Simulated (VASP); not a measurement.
Consider the following.

```
CELL_PARAMETERS angstrom
      0.00000     2.71036     2.71036
      2.71036     0.00000     2.71036
      2.71036     2.71036     0.00000
ATOMIC_POSITIONS crystal
  Mg 0.00000 0.00000 0.00000
  Se 0.50000 0.50000 0.50000
```

Calculation: PBE GGA with D3 dispersion (Becke-Johnson damping), VASP's PBE PAW potentials (set 64) (plane waves; VASP 6.6.1). Run with 520 eV cut-off, 8×8×8 Γ-centred mesh, Gaussian smearing of 0.050 eV, potentials Mg Se.

### Question
The job: MgSe (rock salt), 2 atoms, PBE-D3(BJ), static run, 520 eV, 8×8×8 Γ-centred mesh. Roughly how much core time does it take on a busy server core?

### Answer
About 8 core-seconds (one run on a shared machine, a rough figure). It had 29 irreducible k-points, 8 bands, up to 1090 plane waves and 13 electronic steps.

The compound is MgSe in the rock salt structure. It was relaxed first.
